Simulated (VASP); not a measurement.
A run of VASP 6.6.1:

INCAR

```
PREC = Normal
ENCUT = 520
EDIFF = 1E-4
ISMEAR = 0
SIGMA = 0.15
LREAL = False
LASPH = True
NELM = 60
ALGO = Fast
ISIF = 3
LWAVE = False
LCHARG = False
GGA = PE
IBRION = 2
NSW = 24
EDIFFG = -0.08
```

The input KPOINTS:

```
regular mesh
0
Gamma
  5 5 2
```

Contents of POSCAR:

```
Be2ZnO3
1.0
    3.0101318800      0.0000000000      0.0000000000
   -1.5050659400      2.6068506800      0.0000000000
    0.0000000000      0.0000000000      7.4693190700
Be Zn O
2 1 3
Direct
    0.3333333300      0.6666666700      0.8271350300
    0.6666666700      0.3333333300      0.1728649700
    0.0000000000      0.0000000000      0.5000000000
    0.3333333300      0.6666666700      0.3480919900
    0.6666666700      0.3333333300      0.6519080100
    0.0000000000      0.0000000000      0.0000000000
```

Potentials or basis: VASP PAW PBE potentials, release 64 (Be, Zn, O).

The run is started by

```bash
$ cat potpaw_PBE.64/Be/POTCAR potpaw_PBE.64/Zn/POTCAR potpaw_PBE.64/O/POTCAR > POTCAR
$ mpirun -np 1 vasp_std > vasp.out
```

Hardware: 1 thread of Intel(R) Xeon(R) Platinum 8488C (Sapphire Rapids) (shared host).

Problem. Estimate the wall time of this run.

Solution. It took 50 s on 1 thread of Intel(R) Xeon(R) Platinum 8488C (Sapphire Rapids), on a shared host, peak memory 0.15 GiB. Counts: scf iterations 74, k points 10, ion steps 8.
